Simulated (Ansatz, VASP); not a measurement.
## Cross-check of Ta2SiHCNF3 (F-SiC-H chair under Ta2NF2 MXene, AA') between VASP and Ansatz

Aim: how closely do two programs agree when they are given the same cell, functional and k mesh? The structure shown is the start of the Ansatz relaxation below; VASP solves that cell, so the two are compared at the walk's first step.

Program: Ansatz 0.2.0. Level of theory: plane waves, with VASP 6.6.1 beside it; single point at PBE with D3(BJ). Results are calculated unless marked as measured.

### 1. Set-up

The cell holds 9 atoms: 1 H, 1 C, 1 Si, 3 F, 2 Ta and 1 N. Its edges and angles: a = 3.120 Å, b = 3.120 Å, c = 52.354 Å, α = 90.0°, β = 90.0°, γ = 120.0°. Vacuum lies along c.

### 2. Ansatz: relaxation, PBE with D3(BJ)

Ansatz runs on its default PAW (the set named soft_2) files.

The two programs are compared at the cell with which this relaxation starts, whose forces are those of its first step.

input.yaml

```yaml
crystal:
  lattice:
    - [3.12004, 0.0, 0.0]
    - [-1.56002, 2.7020339008, 0.0]
    - [0.0, 0.0, 52.3535730258]
  atoms:
    - { symbol: H, position: [0.6666666667, 0.3333333333, 0.3982536204] }
    - { symbol: C, position: [0.6666666667, 0.3333333333, 0.418691576] }
    - { symbol: Si, position: [0.3333333333, 0.6666666667, 0.4305977994] }
    - { symbol: F, position: [0.3333333333, 0.6666666667, 0.4626872997] }
    - { symbol: F, position: [0.0, 0.0, 0.514259711] }
    - { symbol: Ta, position: [0.6666666667, 0.3333333333, 0.5342279111], spin: 1.0 }
    - { symbol: "N", position: [0.3333333333, 0.6666666667, 0.5580030453] }
    - { symbol: Ta, position: [0.0, 0.0, 0.5817781795], spin: 1.0 }
    - { symbol: F, position: [0.6666666667, 0.3333333333, 0.6017463796] }
  periodic: [true, true, false]
magnetization:
  spin_polarized: true
kpoints:
  mp_grid: { grid: [12, 12, 1] }
hamiltonian:
  xc: pbe
  dispersion: d3bj
scf:
  occupations: { method: fermi_dirac, width: 0.05 }
  convergence: { dr2_threshold: 1.0e-09 }
relax:
  f_tol: 0.004
  max_steps: 90
  cell: {}
output:
  write_potential: true
  write_density: true
  volumetric_format: npy
```

The run is started by

```
$ ansatz run input.yaml --threads 4 --pin off --max-ram 6144MiB --backend cpu --events-out ev --progress --plain --runs-dir out
```

Numbers of over 12 decimals in the logs are rounded to 6 here.

The program printed:

```text
Warning: relax.cell: scf.convergence.dr2_threshold = 1e-9 eV is looser than the 2.1098526235e-10 eV advised for a relaxation that steers and ends on the stress (1e-10 eV for each atom of the cell: 9, times the square of relax.cell.stress_2d_tol = 0.05 N/m over 20.7 Å (the atoms' height at the walk's start and 5 Å past either face), 2.421e-2 GPa, over a crystal's default 0.05). What an SCF threshold leaves in a stress goes as its square root, and in the free energy as the threshold itself, and one threshold admits the most on a small cell: [figures from the program's tests cut] Set scf.convergence.dr2_threshold to 2.1098526235e-10 eV or tighter. [rest of the remark cut]
Engine: ansatz 0.2.0, x86_64-unknown-linux-gnu
Pseudopotentials: kind: paw
Pseudopotential: H, paw, valence charge 1, recommended cutoff 420 eV (normal), H.paw.azcp
Pseudopotential: C, paw, valence charge 4, recommended cutoff 420 eV (normal), C.paw.azcp
Pseudopotential: Si, paw, valence charge 4, recommended cutoff 420 eV (normal), Si.paw.azcp
Pseudopotential: F, paw, valence charge 7, recommended cutoff 420 eV (normal), F.paw.azcp
Pseudopotential: Ta, paw, valence charge 13, recommended cutoff 420 eV (normal), Ta.paw.azcp
Pseudopotential: N, paw, valence charge 5, recommended cutoff 420 eV (normal), N.paw.azcp
Functional definition: PBE
  parameter kappa = 0.804
  parameter beta = 0.066725
  exchange = pbe_x(kappa = kappa, mu = beta*pi^2/3)
  correlation = pbe_c(beta = beta)
Crystal: 9 atoms, lattice volume = 441.364 Å³
Basis set: ecut = 420 eV, 8551 PW (Γ), exchange–correlation on 48×48×720 points (8 copies of the dense FFT grid, shifted against one another)
Bands: 41, of which v1, the nominal top of the filled ones, is band 31 counted from 1 (30 counted from 0)
Symmetry: 6 space group operations
Space group: P3m1 (ITA 156), of the structure as read, at distance tolerance 7.6e-5 Å
Magnetic group: BNS 156.49 (UNI 1279), of the structure as read, at distance tolerance 7.6e-5 Å
k-points: 19 of 144 (time reversal used)
Non-local potential: H, projectors of the file, l = 0: 2, l = 1: 1
Non-local potential: C, projectors of the file, l = 0: 2, l = 1: 2, l = 2: 1
Non-local potential: Si, projectors of the file, l = 0: 2, l = 1: 2, l = 2: 2
Non-local potential: F, projectors of the file, l = 0: 2, l = 1: 2, l = 2: 1
Non-local potential: Ta, projectors of the file, l = 0: 3, l = 1: 2, l = 2: 2, l = 3: 1
Non-local potential: N, projectors of the file, l = 0: 2, l = 1: 2, l = 2: 1
PAW form: soft (Blöchl's): semilocal exchange-correlation on the pseudo side does not see the compensation charge
PAW one-centre angular grid: H, 110 points (default); XC on 64 Gauss nodes
PAW one-centre angular grid: C, 110 points (default); XC on 64 Gauss nodes
PAW one-centre angular grid: Si, 110 points (default); XC on 64 Gauss nodes
PAW one-centre angular grid: F, 110 points (default); XC on 64 Gauss nodes
PAW one-centre angular grid: Ta, 590 points (default); XC on 64 Gauss nodes
PAW one-centre angular grid: N, 110 points (default); XC on 64 Gauss nodes
Starting moments: Σ|m| = 2 μB on 2 of 9 sites
Initial wavefunctions: pseudopotential atomic-orbital guess
Functional: x = pbe(κ = 0.804, μ = 0.219515), c = pbe(β = 0.066725)
SCF iter   1: F=—  HF=-23585.154084 eV  |F-HF|=—  |Δ(HF+E_count)|=         —  Δρ=3.26e-2 (↑3.26e-2 ↓3.08e-2)  dr2=2.50e1  dr2_m=9.68e-2  M=0.976 μB ∫|m|=0.987 μB  β_m=0.30  ethr=3.10e-3  ⟨swp⟩=16.9  Hψ=12588  notcnv=0  defer=3
Mixer restart at iter 1: flushing history
preconditioner: auto → LDOS  [metal: Δε(μ)=0.028 eV  Ē_g=12.092 eV  σ=0.050 eV  W_gap=0.14  n_scr=32 (ndim 8)  ℏωp=11.0 eV  f_vac=0.741  D(μ)=2.89/eV (n_scr^D=18)]
spin=Collinear: LDOS preconditioning applied to the charge; magnetization (m = ρ↑ − ρ↓) channel mixes plain (no charge-response kernel on spin).
SCF iter   2: F=—  HF=-23581.040090 eV  |F-HF|=—  |Δ(HF+E_count)|=    4.11e0  Δρ=2.02e-2 (↑2.02e-2 ↓1.83e-2)  dr2=1.29e1  dr2_m=6.18e-2  M=0.849 μB ∫|m|=0.865 μB  β_m=0.39  ethr=3.10e-3  ⟨swp⟩=5.3  Hψ=3902  notcnv=0  defer=86
SCF iter   3: F=—  HF=-23579.770238 eV  |F-HF|=—  |Δ(HF+E_count)|=    1.27e0  Δρ=1.30e-2 (↑1.30e-2 ↓1.19e-2)  dr2=5.28e0  dr2_m=2.77e-2  M=0.812 μB ∫|m|=0.825 μB  β_m=0.69  ethr=3.10e-3  ⟨swp⟩=3.6  Hψ=3205  notcnv=0  defer=86
[...]
the starting moments were not kept: the SCF closed with an absolute magnetisation of 1.4e-8 μB, where they sum to 2 μB in size (2 sites). That is at most 0.1 of that sum. Measured as dr2_m measures the in/out step, that magnetisation stands 4.7e-17 eV from none, at or under the dr2_threshold of 1.0e-9 eV: it is no larger than a step whose dr2_m would equal this threshold.
SCF 13 converged in 17 iterations: F = -23581.206759 eV  dr2 = 3.36e-12
relax step  13: F+E_penalty+E_count = -23581.20675912 eV  Δ(F+E_penalty+E_count) = -1.418e-3 eV  max|allowed force component| = 1.009e-3 eV/Å  Δτ_max = 0.0000 Å  P = +0.016 N/m  Ω = 469.046 Å³  fix = [c, alpha, beta]  reactions: c +0.000 N/m  stress off target by 1.62e-2 N/m on what of the cell is left free  SCF on the basis re-selected at this cell (its energy is not comparable with the rows above)  (17 SCF iters)
basis re-selected at this cell: Δ(F+E_penalty+E_count) = -1.418e-3 eV, ΔP = +0.013 N/m vs the last step (what re-selecting the basis moved, of the pressure what is left beyond the Pulay correction that the steps carried, after the strain that the cell walked since its last selection, with what the two solves' SCF thresholds leave and, on support functions, any second-order correction that the steps lacked; it is no m [...]
WARN: The output density's exchange-correlation potential varies sharply where the density is thin. Do not read a vacuum level from v_tot or v_xc, or from such a field of the output density. On a cell that repeats whose density bears no net charge and no dipole along the vacuum's axis use v_es (v_loc + v_h of the components); under efield.dipole_correction with no amplitude use v_es + v_field, which holds any externa [...]
SCF converged after 17 iterations
an eigenvalue changed by more than its tolerance at an iteration that met the thresholds in force, so the SCF went on 1 time: the last check found none over its tolerance
Magnetization: 0.0000 μB (30.5000 up, 30.5000 down)
Absolute magnetization: 0.0000 μB (∫|ρ↑−ρ↓|, with the PAW one-centre terms)
Spin contamination: 0.0000 ħ² per cell (⟨S²⟩ above its minimum at these occupations)
Per-site moments (μB) at R_I (Å): [(2.67356485924377e-10, 0.457873), (-7.797013730896112e-11, 0.457873), (2.299157960520689e-10, 0.662102), (-2.9321682384034114e-9, 0.662102), (1.2025431115684072e-10, 0.942773), (-8.708566573119207e-10, 0.874402), (-7.544270849750514e-10, 0.872028), (8.655164197827161e-10, 0.872028), (3.602350725515561e-10, 0.951019)]
Free energy (F): -23581.206759 eV
Harris-Foulkes:  -23581.206759 eV  (|F-HF|=8.11e-10)
Internal energy: -23581.194993 eV  (E = F + TS)
E sigma→0 (E₀):  -23581.200876 eV
Entropy (-TS):   -0.011766 eV (-1.307 meV/atom)
Fermi energy:    -2.509584 eV
--- Per-component energies (eV) ---
  E_band       = -1341.699935
  E_kinetic    = 1639.590917
  E_local      = -369862.262317  (includes V_loc(G=0)·N_el)
  E_nonlocal   = 349.213145
  E_hartree    = 183949.626782
  E_xc         = -851.075714
  E_vxc        = -912.530525  (∫ρ·V_xc dr)
  E_paw        = -18136.079086  (= ΣΔE_a)
  E_vpaw       = -454.969470  (= ΣTr[D̂ρ^β])
  E_aug_tail   = 0.005303  (compensation charges beyond the density's cutoff)
  E_ewald      = 179331.330828
  E_disp       = -1.544852  (pairwise vdW)
  E_smearing   = -0.011766  (= −TS)
  E_closure    = -0.000000  (closes the sum)
  Σ components = -23581.206759   (vs F -23581.206759, Δ=0.00e0)
--- Forces (eV/Å), atoms counted from 1 ---
  atom   1  H     -0.00000000    -0.00000000     0.00048169
  atom   2  C      0.00000000     0.00000000     0.00079010
  atom   3  Si     0.00000000    -0.00000000    -0.00001880
  atom   4  F      0.00000000     0.00000000    -0.00100247
  atom   5  F     -0.00000000    -0.00000000    -0.00071825
  atom   6  Ta     0.00000000     0.00000000     0.00055687
  atom   7  N      0.00000000     0.00000000     0.00007813
  atom   8  Ta    -0.00000000    -0.00000000     0.00019472
  atom   9  F      0.00000000     0.00000000    -0.00030525
  max |Σ_I F_I| component: 5.67e-5 eV/Å
--- 2D stress c σ (N/m, compression-positive) ---
        0.016248       0.000000      -0.000000
        0.000000       0.016248      -0.000000
       -0.000000      -0.000000       0.000000
  P = ½ c Tr σ = 0.0162 N/m
--- Band table (eV; the first three rows and the last of 38) ---
  k-point 0 ↑: bands = [... 27 lower, -6.6370, -5.0103, -5.0103, -3.2340, -2.6475, -2.5649, -1.9327, -1.7684, ... 6 higher]
  k-point 1 ↑: bands = [... 27 lower, -6.7526, -5.2241, -4.8608, -3.1135, -2.4556, -2.2785, -1.9582, -1.5670, ... 6 higher]
  k-point 2 ↑: bands = [... 27 lower, -7.0357, -5.6502, -4.4389, -3.1266, -2.0889, -2.0301, -1.6983, -1.3438, ... 6 higher]
  k-point 18 ↓: bands = [... 27 lower, -9.0804, -4.2939, -4.2505, -4.1943, -0.5743, -0.5211, -0.5084, 0.0960, ... 6 higher]
  the weakly bound empty levels are not read free of the cell's end (no_gap_told)
--- Relaxed structure (11 steps of the walk, 10 accepted, 2 SCFs on fresh bases) ---
  F+E_penalty+E_count = -23581.20675912 eV   max|allowed force component| = 1.009e-3 eV/Å   (the final SCF, on the basis selected at the relaxed cell)
  cell:  # Å, volume = 469.0456 Å³
    - [3.216393, 7.131520767281398e-18, 0]
    - [-1.608196, 2.785478, 0]
    - [0, 0, 52.3535730258]
  atoms:
    - { symbol: H, position: [0.666667, 0.333333, 0.403408] }
    - { symbol: C, position: [0.666667, 0.333333, 0.424610] }
    - { symbol: Si, position: [0.333333, 0.666667, 0.434701] }
    - { symbol: F, position: [0.333333, 0.666667, 0.465360] }
    - { symbol: F, position: [-3.083952846216876e-17, -1.8503717076816345e-17, 0.509420] }
    - { symbol: Ta, position: [0.666667, 0.333333, 0.534869] }
    - { symbol: N, position: [0.333333, 0.666667, 0.554395] }
    - { symbol: Ta, position: [-3.083952846216884e-17, -1.8503717076816508e-17, 0.573692] }
    - { symbol: F, position: [0.666667, 0.333333, 0.599791] }
```

(Part 1 of 2 ends here.)

[Lines on the potential files, build, host, timing and source positions are cut from VASP's logs without a mark.]

[Logs are printed without paths, hosts, clocks, repeated set-up lines and the standing remarks that a program may print on its own settings, such as how far it seeks lower states.]

[Hosts, paths, dates, database ids (printed as entryN), source tags and the programs' standing remarks are cut or masked in the printed files.]
